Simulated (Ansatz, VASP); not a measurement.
**Two plane-wave programs on Sc3TeBr**

INCAR

```
SYSTEM = Sc3TeBr
PREC = Accurate
ENCUT = 600
EDIFF = 1E-7
ISMEAR = 0
SIGMA = 0.1
LREAL = .False.
LASPH = .True.
NELM = 100
ALGO = Normal
ISIF = 3
LWAVE = .False.
LCHARG = .False.
GGA = PE
IBRION = 2
NSW = 100
EDIFFG = -0.01
```

File KPOINTS:

```
regular mesh
0
Gamma
  8 8 8
  0 0 0
```

POSCAR

```
Sc3TeBr
1.0
    4.9668395100      0.0000000000      0.0000000000
    0.0000000000      4.9668395100      0.0000000000
    0.0000000000      0.0000000000      4.9668395100
Sc Te Br
3 1 1
Direct
    0.0000000000      0.5000000000      0.5000000000
    0.5000000000      0.0000000000      0.5000000000
    0.5000000000      0.5000000000      0.0000000000
    0.0000000000      0.0000000000      0.0000000000
    0.5000000000      0.5000000000      0.5000000000
```

Input for Ansatz:

```yaml
crystal:
  lattice:
    - [4.96683951, 0.0, 0.0]
    - [0.0, 4.96683951, 0.0]
    - [0.0, 0.0, 4.96683951]
  atoms:
    - { symbol: Sc, position: [0.0, 0.5, 0.5] }
    - { symbol: Sc, position: [0.5, 0.0, 0.5] }
    - { symbol: Sc, position: [0.5, 0.5, 0.0] }
    - { symbol: Te, position: [0.0, 0.0, 0.0] }
    - { symbol: Br, position: [0.5, 0.5, 0.5] }
basis:
  ecutwfc: 420
kpoints:
  mp_grid: { grid: [8, 8, 8] }
hamiltonian:
  xc: pbe
scf:
  occupations: { method: gaussian, width: 0.1 }
output:
  forces: true
  stress: true
  eigenvalues: true
  write_density: true
  write_potential: true
  elf: true
  volumetric_format: npy
relax:
  adjacent_minimum: "off"
  f_tol: 0.01
  max_steps: 80
  cell: { stress_tol: 0.05 }
```

Change from the starting cell: species swapped into the Mn3PdN type (Pm-3m, No. 221).

Alike in both runs: task relaxation of cell and atoms; functional PBE; k mesh 8 × 8 × 8; occupations gaussian, width 0.1 eV; no spin polarisation.

```csv
,VASP,Ansatz
version,VASP 6.6.1,Ansatz 0.2.0
potentials or method,"VASP PAW PBE potentials, release 64 (Sc_sv, Te, Br)","scalar-relativistic, plane waves, PAW"
plane-wave cutoff (eV),600,420
valence electrons in the cell,46,56
```

Ansatz gave:

- gap on the k mesh at the Fermi level, each at its own relaxed structure (eV): none
- relaxed volume (Å³/atom): 25.03
- relaxed cell length with the largest relative difference (Å): 5.002
- energy change over the relaxation (meV/atom): -2

Q: Estimate VASP's values.

A: gap on the k mesh at the Fermi level, each at its own relaxed structure (eV): none; relaxed volume (Å³/atom): 25.11; relaxed cell length with the largest relative difference (Å): 5.008; energy change over the relaxation (meV/atom): -3.

A gap of «none» marks a metal or a gap that the smearing closes. The two sets of potentials don't hold the same shells in valence.

The runs have no spin-orbit coupling, so splittings on Te are missing.
